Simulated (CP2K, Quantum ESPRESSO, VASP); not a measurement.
## MoPt: programs and potentials compared

```
CELL_PARAMETERS angstrom
3.55130 0.00000 0.00000
0.00000 3.55130 0.00000
0.00000 0.00000 23.80000
ATOMIC_POSITIONS crystal
Mo 0.50000 0.50000 0.29412
Pt 0.00000 0.00000 0.29412
```

Alike in all runs: functional PBE; k mesh 8 × 8 × 1; occupations fermi-dirac, width 0.05 eV; no spin polarisation; no spin-orbit coupling.

```
                                                       program and potentials  plane-wave cutoff (eV)                                                  notes  band gap (eV)
                                        VASP, PBE PAW files Mo_sv, Pt, 520 eV                     520                12 valence electrons an atom on average         no gap
CP2K, POTENTIAL_UZH Mo GTH-PBE-q14, Pt GTH-PBE-q18; TZVP-MOLOPT-PBE-GTH basis                       -  atomic basis; 16 valence electrons an atom on average         no gap
                           Quantum ESPRESSO, PseudoDojo 0.4.1 SR PBE standard                    1143                16 valence electrons an atom on average         no gap
```

None finds a gap. Rows in atomic bases carry the error of their basis and grid, which can be large.

Differences between rows come from potentials, basis sets and numerical settings, since the functional is the same but for its coding. Runs on potential files found faulty are left out.
